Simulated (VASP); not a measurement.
VASP ran on this input.

### INCAR
```
! general
SYSTEM   =  Sb
PREC     =  Accurate
ENCUT    =  500
LREAL    =  .FALSE.   ! projection in real space or not
LASPH    =  .TRUE.   ! aspherical one-centre terms

! electronic loop
EDIFF    =  1E-6
NELM     =  100   ! most electronic steps
ALGO     =  Normal
LMAXMIX  =  4   ! l cut-off of mixed one-centre charges

! smearing
ISMEAR   =  1   ! Methfessel-Paxton
SIGMA    =  0.1

! ions
IBRION   =  2
NSW      =  40
ISIF     =  3   ! ions, shape and volume
EDIFFG   =  -0.02   ! ionic stop
PSTRESS  =  200   ! kbar

! output
LWAVE    =  .FALSE.
LCHARG   =  .FALSE.
```

**POSCAR**
```
Sb
1
    3.5964442577    -2.0662186141    -0.0655343413
    3.5964442577     2.0662186141    -0.0655343413
    2.4712662761     0.0000000000     3.3317859927
Sb
2
Direct
  0.2490595717   0.2490595717   0.2490595709
  0.7509404283   0.7509404283   0.7509404291
```

**KPOINTS**
```
kpoints
0
gamma
 11 11 11
0 0 0
```

POTCAR, in this order: Sb (LDA.64 set). Program: vasp_std.

**Question.** Translate this LDA calculation to Quantum ESPRESSO's pw.x.

**Answer.** One equivalent input (not run):
```
&CONTROL
  calculation = 'vc-relax'
  pseudo_dir = './pseudo'
  outdir = './out'
  tprnfor = .true.
  tstress = .true.
  nstep = 40
  forc_conv_thr = 0.00078
/
&SYSTEM
  ibrav = 0
  nat = 2
  ntyp = 1
  ecutwfc = 84
  occupations = 'smearing'
  smearing = 'methfessel-paxton'
  degauss = 0.00735
  input_dft = 'pz'
/
&ELECTRONS
  conv_thr = 7.3e-08
  electron_maxstep = 100
/
&IONS
/
&CELL
  press = 200
/
ATOMIC_SPECIES
  Sb 121.760 Sb.upf
CELL_PARAMETERS angstrom
     3.5964443   -2.0662186   -0.0655343
     3.5964443    2.0662186   -0.0655343
     2.4712663    0.0000000    3.3317860
ATOMIC_POSITIONS crystal
  Sb   0.2490596  0.2490596  0.2490596
  Sb   0.7509404  0.7509404  0.7509404
K_POINTS automatic
  11 11 11 0 0 0
```
Limits of the translation: the potentials are each code's own (VASP's PAW set, PseudoDojo norm-conserving files in pw.x), so ENCUT and ecutwfc are chosen apart and not converted; conv_thr bounds pw.x's estimated SCF error, while EDIFF bounds the energy change between steps; forc_conv_thr acts on force components and is met together with etot_conv_thr.

The compound is Sb in the a7 structure. This run relaxes it under an external pressure of 20 GPa. Symmetry was kept, so distortions that lower it aren't found.
